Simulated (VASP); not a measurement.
Computed with PBE GGA, VASP's PBE PAW potentials (set 64) (plane waves; VASP).

VASP ran on this input.

File KPOINTS:
```
Automatic mesh
0
gamma
  14 14 8
0 0 0
```

File POSCAR:
```
Re
1
    1.3497720000    -2.3483580000     0.0000000000
    1.3497720000     2.3483580000     0.0000000000
    0.0000000000     0.0000000000     4.4494970000
Re
2
Direct
  0.3333330000   0.6666670000   0.2500000000
  0.6829170000   0.3495830000   0.7500000000
```

**INCAR**
```
# general
SYSTEM  = Re
PREC    = Accurate
ENCUT   = 400   # plane-wave cut-off (eV)
LREAL   = .FALSE.
LASPH   = .TRUE.   # aspherical one-centre terms
ISYM    = 0

# electronic loop
EDIFF   = 1E-6   # SCF stop (eV)
NELM    = 100   # most electronic steps
ALGO    = Normal
LMAXMIX = 6   # l cut-off of mixed one-centre charges

# smearing
ISMEAR  = 1   # Methfessel-Paxton
SIGMA   = 0.1

# functional
GGA     = PE

# ions
ISIF    = 2

# output
LWAVE   = .FALSE.
LCHARG  = .FALSE.
```

POTCAR, in this order: Re (PBE.64 set). Program: vasp_std.

Output of the run:

OSZICAR:
```
       N       E                     dE             d eps       ncg     rms          rms(c)
DAV:   1     0.189537039117E+02    0.18954E+02   -0.62111E+03 33441   0.143E+03
DAV:   2    -0.219614625053E+02   -0.40915E+02   -0.35373E+02 29830   0.333E+02
DAV:   3    -0.258410568694E+02   -0.38796E+01   -0.32418E+01 30740   0.153E+02
DAV:   4    -0.260314593621E+02   -0.19040E+00   -0.16717E+00 31174   0.171E+01
DAV:   5    -0.260394964259E+02   -0.80371E-02   -0.74547E-02 30288   0.220E+00    0.465E+01
DAV:   6    -0.250916406721E+02    0.94786E+00   -0.81247E-01 31925   0.279E+01    0.203E+01
DAV:   7    -0.247312212452E+02    0.36042E+00   -0.68998E-01 33357   0.245E+01    0.547E-01
DAV:   8    -0.247193123468E+02    0.11909E-01   -0.95670E-03 33562   0.102E+00    0.162E-01
DAV:   9    -0.247185778043E+02    0.73454E-03   -0.55115E-04 34030   0.322E-01    0.448E-02
DAV:  10    -0.247185723745E+02    0.54298E-05   -0.58175E-05 33401   0.205E-01    0.306E-02
DAV:  11    -0.247185839870E+02   -0.11613E-04   -0.30595E-05 28517   0.703E-02    0.323E-03
DAV:  12    -0.247185839041E+02    0.82917E-07   -0.24418E-07 15037   0.172E-02
   1 F= -.24718584E+02 E0= -.24718643E+02  d E =0.178144E-03
```

File OUTCAR:
```
------------------------ aborting loop because EDIFF is reached ----------------------------------------
  FORCE on cell =-STRESS in cart. coord.  units (eV):
  Direction    XX          YY          ZZ          XY          YZ          ZX
  --------------------------------------------------------------------------------------
  Total        4.9704354      4.6664594      3.2352025     -0.1034314      0.0000088     -0.0000241
  in kB      282.3185312    265.0528286    183.7580686     -5.8748562      0.0005017     -0.0013689
  external PRESSURE =     243.7098095 kB  Pullay stress =       0.0000000 kB
  volume of cell :       28.21
      direct lattice vectors                 reciprocal lattice vectors
     1.349772000 -2.348358000  0.000000000     0.370432932 -0.212914726  0.000000000
     1.349772000  2.348358000  0.000000000     0.370432932  0.212914726  0.000000000
     0.000000000  0.000000000  4.449497000     0.000000000  0.000000000  0.224744505
 POSITION                                       TOTAL-FORCE (eV/Angst)
 -----------------------------------------------------------------------------------
      1.34977      0.78279      1.11237         0.246213     -0.011471     -0.000004
      1.39364     -0.78279      3.33712        -0.246213      0.011471      0.000004
 -----------------------------------------------------------------------------------
    total drift:                                0.000039     -0.000007      0.000001
  FREE ENERGIE OF THE ION-ELECTRON SYSTEM (eV)
  ---------------------------------------------------
  free  energy   TOTEN  =       -24.7185839041 eV

  energy  without entropy=      -24.7187620484  energy(sigma->0) =      -24.71864329
```
(Selected blocks of OUTCAR.)

**OUTCAR**
```
 val. band max:        8.4046737992   @ k =   0.0714  -0.2143  -0.2500

 cond. band min:       8.4117002888   @ k =   0.2143  -0.2857   0.5000


 Fermi energy:         8.4103633492

 k-point     1 :       0.0000    0.0000    0.0000
  band No.  band energies     occupation
      1      -1.7391      2.00000
      2       1.4560      2.00000
      3       6.4763      2.00000
      4       6.6919      2.00000
      5       6.8285      2.00000
      6       7.5280      2.00000
      7       7.6827      2.00000
      8       8.6346     -0.00678
      9       8.9132     -0.00000
     10       8.9522     -0.00000
     11      11.8089      0.00000

 k-point     2 :       0.0714    0.0000    0.0000
  band No.  band energies     occupation
      1      -1.5154      2.00000
      2       1.6734      2.00000
      3       6.1461      2.00000
      4       6.9322      2.00000
      5       7.0249      2.00000
      6       7.5301      2.00000
      7       7.7344      2.00000
      8       8.1129      2.00021
      9       8.5551     -0.05983
     10       8.7440     -0.00003
     11      11.9374      0.00000

 k-point     3 :       0.0000    0.0714    0.0000
  band No.  band energies     occupation
      1      -1.5162      2.00000
      2       1.6678      2.00000
      3       6.1895      2.00000
      4       6.9042      2.00000
      5       7.0470      2.00000
      6       7.4010      2.00000
      7       7.8306      2.00000
      8       8.0650      2.00001
      9       8.4854      0.04737
     10       8.8283     -0.00000
     11      12.2294      0.00000

 k-point     4 :       0.1429    0.0000    0.0000
  band No.  band energies     occupation
      1      -0.8790      2.00000
      2       2.2523      2.00000
      3       5.5945      2.00000
      4       6.7906      2.00000
      5       6.9258      2.00000
      6       7.5822      2.00000
      7       7.6566      2.00000
      8       8.1861      2.00676
      9       8.2899      2.07079
...
```

Unless said otherwise, spin-orbit coupling is left out, though it shifts the bands of the heavy elements here.

The compound is Re in the hcp structure. The cell was not relaxed at this level, atoms are displaced from their ideal sites. The run is one of a series of settings (ISYM = 0 against the base run), some of them coarse on purpose.
